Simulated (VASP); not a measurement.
# Mg6CoSb under changes of volume

One of the cells (20.646 Å³/atom); the others are scaled copies at fixed shape and fractional positions:

```
CELL_PARAMETERS angstrom
4.91348 0.00000 0.00000
0.00000 3.13423 5.36255
0.00000 -3.13423 5.36255
ATOMIC_POSITIONS crystal
Sb 0.50000 0.67279 0.67279
Co 0.00000 0.84218 0.84218
Mg 0.50000 0.16925 0.16925
Mg 0.50000 0.67500 0.14749
Mg 0.50000 0.14749 0.67500
Mg 0.00000 0.33401 0.33401
Mg 0.00000 0.83797 0.32132
Mg 0.00000 0.32132 0.83797
```

The cell comes from a database or a generator and needn't be the stable form of this composition.

* Program: VASP 6.6.1
* Functional: PBE
* Potentials or basis: VASP PAW PBE potentials, release 64 (Sb, Co, Mg)
* Cutoff: 520 eV
* k mesh: 6 × 5 × 5
* Occupations: fermi-dirac, width 0.05 eV
* Spin: collinear spin, ferromagnetic start
* Starting moments: [0.0, 2.0, 0.0, 0.0, 0.0, 0.0, 0.0, 0.0] μB

| volume (Å³/atom) | energy over the lowest point (meV/atom) | pressure (GPa) | moment (μB per cell) | largest force (eV/Å) |
| --- | --- | --- | --- | --- |
| 19.026 | 12.09 | 3.4 | 0.62 | 0.065 |
| 19.431 | ? | ? | ? | ? |
| 19.836 | 0.81 | 1.2 | 0.86 | 0.059 |
| 20.646 | 0.00 | -0.7 | 1.01 | 0.115 |
| 21.051 | 2.94 | -1.6 | 1.07 | 0.140 |
| 21.455 | 7.83 | -2.3 | 1.13 | 0.164 |

Problem. What does the run at 19.431 Å³/atom give?

Solution. Energy over the lowest point 5.03 meV/atom; pressure 2.2 GPa; moment 0.76 μB per cell; largest force 0.044 eV/Å.

Worked out: A Birch-Murnaghan fit of order 3 (a polynomial in V^(-2/3)) to the other rows has its minimum at 20.30 Å³/atom with B0 = V·E''(V) = 46 GPa and B' = 3.8 at fixed shape and positions, which overstates the stiffness. It gives 5.01 meV/atom at 19.431 Å³/atom, against the run's 5.03, and -dE/dV = 2.2 GPa, against 2.2. A parabola through the other rows of the moment, of slope 0.279 μB per Å³/atom there, gives 0.74 μB, against the run's 0.76.

Energies are extrapolated to zero smearing.

Caveats: a cell with one magnetic atom can't hold antiferromagnetic order, which such compounds often take.
